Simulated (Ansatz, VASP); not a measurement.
# NbB2 in two plane-wave programs

Aim: how closely do two programs agree when they are given the same cell, functional and k mesh? The cell is taken from a series of VASP runs on this material, whose earlier steps may have relaxed, scaled or displaced it; both programs get it as it stands.

Method: plane waves, with VASP 6.6.1 beside it; single point at PBEsol, in Ansatz 0.2.0.

## (1) Set-up

It takes space group P6/mmm (No. 191, hexagonal). The conventional cell has a = 3.087 Å, b = 3.087 Å, c = 3.306 Å, α = 90.00°, β = 90.00°, γ = 120.00°. Nearest to Nb lie 12 B at 2.43 Å. Nearest to B lie 3 B at 1.78 Å and 6 Nb at 2.43 Å. Farther neighbours are not listed.

Coordinates:

```cif
data_structure
_symmetry_space_group_name_H-M 'P6/mmm'
_symmetry_Int_Tables_number 191
_cell_length_a 3.0874
_cell_length_b 3.0874
_cell_length_c 3.3062
_cell_angle_alpha 90.000
_cell_angle_beta 90.000
_cell_angle_gamma 120.000
_cell_volume 27.29
loop_
_atom_site_label
_atom_site_type_symbol
_atom_site_symmetry_multiplicity
_atom_site_Wyckoff_symbol
_atom_site_fract_x
_atom_site_fract_y
_atom_site_fract_z
_atom_site_occupancy
Nb1 Nb 1 a 0.00000 0.00000 0.00000 1
B1 B 2 d 0.33333 0.66667 0.50000 1
```

## (2) Ansatz: single point, PBEsol

Ansatz runs on its default PAW (the set named soft_2) files.

With cell and atoms fixed, the geometry can't cause a difference; cores, projectors, grids and the points listed under the comparison can.

Contents of input.yaml:

```yaml
crystal:
  lattice:
    - [3.0873590355, 0.0, 0.0]
    - [-1.5436795177, 2.6737313554, 0.0]
    - [0.0, 0.0, 3.3061523506]
  atoms:
    - { symbol: Nb, position: [0.0, 0.0, 0.0] }
    - { symbol: B, position: [0.3333333333, 0.6666666667, 0.5] }
    - { symbol: B, position: [0.6666666667, 0.3333333333, 0.5] }
hamiltonian:
  xc: pbesol
  pseudopotentials: { kind: paw }
kpoints:
  mp_grid: { grid: [7, 7, 6] }
scf:
  occupations: { method: gaussian, width: 0.05 }
  n_extra_bands: 4
output:
  forces: true
  stress: true
  eigenvalues: true
```

The run is started by

```sh
$ ansatz run input.yaml --threads 2 --pin off --max-ram 4608MiB --backend cpu --events-out ev --progress --plain --runs-dir out
```

Numbers of over 12 decimals in the logs are rounded to 6 here.

The log of the run:

```text
scf.n_extra_bands = 4 over 10 filled bands (N_el = 19.0): the run solves 14 bands
Engine: ansatz 0.2.0, aarch64-unknown-linux-gnu
Pseudopotentials: kind: paw
Pseudopotential: Nb, paw, valence charge 13, recommended cutoff 420 eV (normal), Nb.paw.azcp
Pseudopotential: B, paw, valence charge 3, recommended cutoff 420 eV (normal), B.paw.azcp
Functional definition: PBEsol
  exchange = pbesol_x
  correlation = pbesol_c
Crystal: 3 atoms, lattice volume = 27.292 Å³
Basis set: ecut = 420 eV, 551 PW (Γ), exchange–correlation on 48×48×48 points (8 copies of the dense FFT grid, shifted against one another)
Bands: 14, of which v1, the nominal top of the filled ones, is band 10 counted from 1 (9 counted from 0)
Symmetry: 24 space group operations
Space group: P6/mmm (ITA 191), of the structure as read, at distance tolerance 3.0e-5 Å
k-points: 32 of 294
Non-local potential: Nb, projectors of the file, l = 0: 3, l = 1: 2, l = 2: 2, l = 3: 1
Non-local potential: B, projectors of the file, l = 0: 2, l = 1: 2, l = 2: 1
PAW form: soft (Blöchl's): semilocal exchange-correlation on the pseudo side does not see the compensation charge
PAW frozen core: Nb, regenerated for the run's functional, and the local potential with it (the file was generated under x = pbe(κ = 0.804, μ = 0.219515), c = pbe(β = 0.066725))
PAW frozen core: B, regenerated for the run's functional, and the local potential with it (the file was generated under x = pbe(κ = 0.804, μ = 0.219515), c = pbe(β = 0.066725))
PAW one-centre angular grid: Nb, 590 points (default); XC on 64 Gauss nodes
PAW one-centre angular grid: B, 110 points (default); XC on 64 Gauss nodes
Initial density: superposition of atomic densities (neutral atoms: chi_scale 0, normalization atom), corrected by the library's trained network
Initial wavefunctions: pseudopotential atomic-orbital guess
Functional: x = pbesol(κ = 0.804, μ = 0.123457), c = pbesol(β = 0.046)
SCF iter   1: F=—  HF=-4803.137058 eV  |F-HF|=—  |Δ(HF+E_count)|=         —  Δρ=5.20e-3  dr2=9.15e-3  ethr=1.77e-3  ⟨swp⟩=5.7  Hψ=2430  notcnv=0
preconditioner: auto → none  [metal: Δε(μ)=0.027 eV  Ē_g=9.449 eV  σ=0.050 eV  W_gap=0.29  n_scr=8 (ndim 8)  ℏωp=23.6 eV  f_vac=0.000  D(μ)=2.02/eV (n_scr^D=20)  sad-step TF]
SCF iter   2: F=—  HF=-4803.135474 eV  |F-HF|=—  |Δ(HF+E_count)|=   1.58e-3  Δρ=3.50e-3  dr2=4.98e-3  ethr=4.82e-5  ⟨swp⟩=1.1  Hψ=706  notcnv=0
SCF iter   3: F=—  HF=-4803.134103 eV  |F-HF|=—  |Δ(HF+E_count)|=   1.37e-3  Δρ=6.56e-4  dr2=5.89e-5  ethr=2.62e-5  ⟨swp⟩=2.0  Hψ=594  notcnv=0
SCF iter   4: F=—  HF=-4803.134085 eV  |F-HF|=—  |Δ(HF+E_count)|=   1.79e-5  Δρ=1.42e-4  dr2=2.54e-6  ethr=3.10e-7  ⟨swp⟩=2.0  Hψ=735  notcnv=0
iter 5 did not close the SCF: its close was put off for the readings that it lacked (scf_convergence_deferred on its scf_iter line)
SCF iter   5: F=-4803.134085 eV  HF=-4803.134085 eV  |F-HF|=3.73e-8  |Δ(HF+E_count)|=   2.54e-7  Δρ=1.62e-5  dr2=5.70e-8  ethr=1.34e-8  ⟨swp⟩=2.3  Hψ=630  notcnv=0
SCF iter   6: F=-4803.134085 eV  HF=-4803.134085 eV  |F-HF|=2.29e-9  |Δ(HF+E_count)|=   1.13e-8  Δρ=5.33e-6  dr2=3.63e-9  ethr=3.00e-10  ⟨swp⟩=3.2  Hψ=1695  notcnv=0
SCF 1 converged in 6 iterations: F = -4803.134085 eV  dr2 = 3.63e-9
  greatest PAW one-centre occupation: 0.998 electrons in one spin orbital (limit 2), on the Nb atom at site 0 (counted from 0), in its partial waves of l = 0
SCF converged after 6 iterations
Free energy (F): -4803.134085 eV
Harris-Foulkes:  -4803.134085 eV  (|F-HF|=2.29e-9)
Internal energy: -4803.131836 eV  (E = F + TS)
E sigma→0 (E₀):  -4803.132960 eV
Entropy (-TS):   -0.002249 eV (-0.750 meV/atom)
Fermi energy:    18.827719 eV
--- Per-component energies (eV) ---
  E_band       = -15.403965
  E_kinetic    = 498.696565
  E_local      = -700.932456  (includes V_loc(G=0)·N_el)
  E_nonlocal   = 142.427584
  E_hartree    = 225.634875
  E_xc         = -241.737442
  E_vxc        = -293.056007  (∫ρ·V_xc dr)
  E_paw        = -3168.512436  (= ΣΔE_a)
  E_vpaw       = -113.808355  (= ΣTr[D̂ρ^β])
  E_aug_tail   = 0.000004  (compensation charges beyond the density's cutoff)
  E_ewald      = -1558.926659
  E_core_change = 0.218131  (= ΣΔE_core)
  E_smearing   = -0.002249  (= −TS)
  E_closure    = 0.000000  (closes the sum)
  Σ components = -4803.134085   (vs F -4803.134085, Δ=0.00e0)
--- Forces (eV/Å), atoms counted from 1 ---
  atom   1  Nb    -0.00000000    -0.00000000    -0.00000000
  atom   2  B     -0.00000000    -0.00000000    -0.00000000
  atom   3  B     -0.00000000     0.00000000     0.00000000
  max |Σ_I F_I| component: 2.59e-16 eV/Å
--- Stress (GPa, compression-positive) ---
        0.285524       0.000000      -0.000000
       -0.000000       0.285524      -0.000000
       -0.000000      -0.000000       0.335100
  P = ⅓ Tr σ = 0.3020 GPa (3.020 kbar)
--- Band table (eV; the first three rows and the last of 32) ---
  k-point 0: bands = [... 6 lower, 14.2869, 14.2869, 15.4711, 19.9290, 19.9290, 21.8110, 21.8110, 22.9669]
  k-point 1: bands = [... 6 lower, 14.6005, 14.6005, 16.6252, 18.6731, 18.6731, 20.8951, 20.8951, 23.0355]
  k-point 2: bands = [... 6 lower, 15.5178, 15.5178, 17.3442, 17.3442, 18.2947, 19.0069, 19.0069, 22.9599]
  k-point 31: bands = [... 6 lower, 12.4724, 14.1489, 14.2108, 20.8527, 22.7755, 22.8119, 23.7486, 24.7962]
```

Elapsed: 1.2 s, on 2 threads of Arm Neoverse V1, shared host; peak memory 0.27 GiB; 1.2 s of CPU time.

The run ends at a pressure of 0.30 GPa.

## (3) VASP: single point, PBEsol

The same cell, functional, mesh and smearing now go to VASP, with its own data sets and cutoff.

Lines of VASP's logs that name or quote its potential files are left out, and so is its time.

Contents of INCAR:

```
SYSTEM = NbB2
PREC = Accurate
ENCUT = 420
EDIFF = 1E-06
NELM = 100
ISMEAR = 0
SIGMA = 0.05
LREAL = .FALSE.
ALGO = Normal
GGA = PS
NBANDS = 15
LORBIT = 11
LWAVE = .FALSE.
LCHARG = .TRUE.
ISIF = 2
LELF = .TRUE.
LVHAR = .TRUE.
```

Contents of POSCAR:

```
NbB2
1.0
    3.0873590355      0.0000000000      0.0000000000
   -1.5436795177      2.6737313554      0.0000000000
    0.0000000000      0.0000000000      3.3061523506
Nb B
1 2
Direct
    0.0000000000      0.0000000000      0.0000000000
    0.3333333333      0.6666666667      0.5000000000
    0.6666666667      0.3333333333      0.5000000000
```

Contents of KPOINTS:

```
Automatic mesh
0
Gamma
7 7 6
0 0 0
```

The projector-augmented-wave data sets are Nb_sv and B (PBE family, release 64).

The run is started by

```sh
$ mpirun -np 2 vasp_std
```

The log of the run:

```text
[banner, memory and clock lines left out]
running    2 mpi-ranks, on    1 nodes
 distrk:  each k-point on    2 cores,    1 groups
 distr:  one band on    1 cores,    2 groups

 POSCAR found type information on POSCAR NbB
 POSCAR found :  2 types and       3 ions
|                                                                             |
|               ----> ADVICE to this user running VASP <----                  |
|                                                                             |
|     You enforced a specific xc type in the INCAR file but a different       |
|     [... a line on the potential file left out ...]
|     I HOPE YOU KNOW WHAT YOU ARE DOING!                                     |
|                                                                             |

 LDA part: xc-table for (Slater+PW92), standard interpolation
|                                                                             |
|           W    W    AA    RRRRR   N    N  II  N    N   GGGG   !!!           |
|           W    W   A  A   R    R  NN   N  II  NN   N  G    G  !!!           |
|           W    W  A    A  R    R  N N  N  II  N N  N  G       !!!           |
|           W WW W  AAAAAA  RRRRR   N  N N  II  N  N N  G  GGG   !            |
|           WW  WW  A    A  R   R   N   NN  II  N   NN  G    G                |
|           W    W  A    A  R    R  N    N  II  N    N   GGGG   !!!           |
|                                                                             |
|     The number of bands has been changed from the values supplied in        |
|     The orbitals not found in the WAVECAR file will be initialized with     |
|     random numbers, which is usually adequate. For correlated               |
|     calculations, however, you should redo the groundstate calculation.     |
|     I found NBANDS = 15. Now, NBANDS = 16.                                  |
|                                                                             |

 POSCAR, INCAR and KPOINTS ok, starting setup
 FFT: planning ... GRIDC
 FFT: planning ... GRID_SOFT
 FFT: planning ... GRID
 WAVECAR not read
 entering main loop
       N       E                     dE             d eps       ncg     rms          rms(c)
DAV:   1     0.110888504219E+03    0.11089E+03   -0.87865E+03  1032   0.100E+03
DAV:   2    -0.262362333620E+02   -0.13712E+03   -0.13315E+03  1312   0.345E+02
DAV:   3    -0.304870845363E+02   -0.42509E+01   -0.41930E+01  1528   0.534E+01
DAV:   4    -0.306472529867E+02   -0.16017E+00   -0.16007E+00  1328   0.978E+00
DAV:   5    -0.306504848826E+02   -0.32319E-02   -0.32316E-02  1640   0.122E+00    0.123E+01
DAV:   6    -0.273619836553E+02    0.32885E+01   -0.12117E+01  1592   0.254E+01    0.305E+00
DAV:   7    -0.273861833493E+02   -0.24200E-01   -0.48443E-01  1256   0.539E+00    0.207E+00
DAV:   8    -0.273845232664E+02    0.16601E-02   -0.50815E-02  1680   0.197E+00    0.273E-01
DAV:   9    -0.273837097764E+02    0.81349E-03   -0.72714E-03  1488   0.706E-01    0.130E-01
DAV:  10    -0.273836292899E+02    0.80487E-04   -0.54528E-04  1384   0.209E-01    0.443E-02
DAV:  11    -0.273836318861E+02   -0.25962E-05   -0.29963E-05  1448   0.542E-02    0.178E-02
DAV:  12    -0.273836289909E+02    0.28952E-05   -0.12996E-05  1456   0.288E-02    0.190E-03
DAV:  13    -0.273836289734E+02    0.17525E-07   -0.61083E-07   744   0.721E-03
   1 F= -.27383629E+02 E0= -.27382512E+02  d E =-.223421E-02
```

Parts of OUTCAR (step 3):

```text
ion  position               nearest neighbor table
   1  0.000  0.000  0.000-   2 2.43   3 2.43   2 2.43   3 2.43   3 2.43   3 2.43   2 2.43   2 2.43
                             3 2.43   3 2.43   2 2.43   2 2.43
   2  0.333  0.667  0.500-   3 1.78   3 1.78   3 1.78   1 2.43   1 2.43   1 2.43   1 2.43   1 2.43
                             1 2.43
   3  0.667  0.333  0.500-   2 1.78   2 1.78   2 1.78   1 2.43   1 2.43   1 2.43   1 2.43   1 2.43
                             1 2.43

  LATTYP: Found a hexagonal cell.
 ALAT       =     3.0873590355
 C/A-ratio  =     1.0708674672

 Subroutine GETGRP returns: Found 24 space group operations
 (whereof 24 operations were pure point group operations)

The static configuration has the point symmetry D_6h.

 Found     32 irreducible k-points:

   k-points           NKPTS =     32   k-points in BZ     NKDIM =     32   number of bands    NBANDS=     16

   dimension x,y,z NGX =    24 NGY =   24 NGZ =   24
   dimension x,y,z NGXF=    48 NGYF=   48 NGZF=   48

   ENCUT  =  420.0 eV  30.87 Ry    5.56 a.u.   5.16  5.16  5.52*2*pi/ulx,y,z

   NELECT =      19.0000    total number of electrons

 k-points in reciprocal lattice and weights: Automatic mesh
   0.00000000  0.00000000  0.00000000       0.003
   0.14285714  0.00000000  0.00000000       0.020
   0.28571429  0.00000000  0.00000000       0.020
   0.42857143 -0.00000000  0.00000000       0.020
   0.14285714  0.14285714  0.00000000       0.020
   0.28571429  0.14285714  0.00000000       0.041
   0.42857143  0.14285714  0.00000000       0.020
   0.28571429  0.28571429  0.00000000       0.020
   0.00000000  0.00000000  0.16666667       0.007
[...]
0.42857143  0.14285714  0.50000000       0.020
   0.28571429  0.28571429  0.50000000       0.020

 average (electrostatic) potential at core
       1 -76.4986       2 -20.7905       3 -20.7905

 E-fermi :  12.8176

 k-point     1 :       0.0000    0.0000    0.0000
  band No.  band energies     occupation
    ...
      5      -1.7225      2.00000
      6       8.2708      2.00000
      7       8.2774      2.00000
      8       8.2774      2.00000
      9       9.4535      2.00000
     10      13.9192      0.00000
     11      13.9192      0.00000
     12      15.8070      0.00000
     13      15.8070      0.00000
     14      16.9582      0.00000
    ...

 k-point     2 :       0.1429    0.0000    0.0000
  band No.  band energies     occupation
    ...
      5      -1.3053      2.00000
      6       7.3195      2.00000
      7       8.3864      2.00000
      8       8.5601      2.00000
      9       8.8473      2.00000
     10      13.7184      0.00000
     11      14.1876      0.00000
     12      14.6919      0.00000
     13      14.7842      0.00000
     14      18.1693      0.00000
    ...

 k-point     3 :       0.2857    0.0000    0.0000
  band No.  band energies     occupation
    ...
      5      -0.1711      2.00000
      6       5.4455      2.00000
      7       7.9403      2.00000
      8       8.4696      2.00000
      9       8.6913      2.00000
     10      13.3075      0.00000
     11      13.6588      0.00000
     12      14.4820      0.00000
     13      15.2057      0.00000
     14      18.7398      0.00000
    ...

  Total        0.0030176      0.0030176     -0.0254442      0.0000000     -0.0000000      0.0000000
  in kB        0.1771512      0.1771512     -1.4937279      0.0000000     -0.0000000      0.0000000
  external PRESSURE =      -0.3798085 kB  Pullay stress =       0.0000000 kB

  energy-cutoff  :      420.00
  volume of cell :       27.29
      direct lattice vectors                 reciprocal lattice vectors
     3.087359036  0.000000000  0.000000000     0.323901428  0.187004577  0.000000000
    -1.543679518  2.673731355  0.000000000     0.000000000  0.374009153  0.000000000
     0.000000000  0.000000000  3.306152351     0.000000000  0.000000000  0.302466400

 POSITION                                       TOTAL-FORCE (eV/Angst)
 -----------------------------------------------------------------------------------
      0.00000      0.00000      0.00000        -0.000000     -0.000000     -0.000000
     -0.00000      1.78249      1.65308        -0.000000      0.000000     -0.000000
      1.54368      0.89124      1.65308         0.000000     -0.000000      0.000000
 -----------------------------------------------------------------------------------
    total drift:                               -0.000000      0.000000      0.000000

  FREE ENERGIE OF THE ION-ELECTRON SYSTEM (eV)
  ---------------------------------------------------
  free  energy   TOTEN  =       -27.3836289734 eV

  energy  without entropy=      -27.3813947666  energy(sigma->0) =      -27.38251187

 total charge
# of ion       s       p       d       tot
------------------------------------------
    1        2.152   6.057   2.585  10.795
    2        0.666   1.305   0.000   1.972
    3        0.666   1.305   0.000   1.972
--------------------------------------------------
tot          3.485   8.668   2.585  14.738

[... 3 further parts left out ...]
```

The run ends at a pressure of -0.04 GPa.

## (4) Differences

Known differences besides the potentials themselves: Ansatz makes its cores anew for this functional, VASP keeps those of its PBE data sets; VASP leaves aspherical gradient terms in its spheres out (LASPH is not set), Ansatz keeps them. Total energies have different zeros and are not compared.

The two programs side by side:

| quantity | Ansatz | VASP | difference |
| --- | --- | --- | --- |
| pressure (GPa) | 0.30 | -0.04 | +0.34 |
| pressure without Ansatz's Pulay correction (GPa) | 0.10 | -0.04 | +0.14 |

Ansatz's pressure holds a Pulay correction of 0.20 GPa; VASP's holds none.

## (5) Summary of results

| Property | Result |
| --- | --- |
| difference in pressure (single point, PBEsol) | 0.34 GPa |

The difference in pressure is 0.34 GPa (single point, PBEsol), within the 1 GPa picked in this series as the mark of a large difference. How closely two codes agree says nothing of how well the functional describes the real material.

[Lines on the potential files, build, host, timing and source positions are cut from VASP's logs without a mark.]

[Logs are printed without paths, hosts, clocks, repeated set-up lines and the standing remarks that a program may print on its own settings, such as how far it seeks lower states.]

[Hosts, paths, dates, database ids (printed as entryN), source tags and the programs' standing remarks are cut or masked in the printed files.]
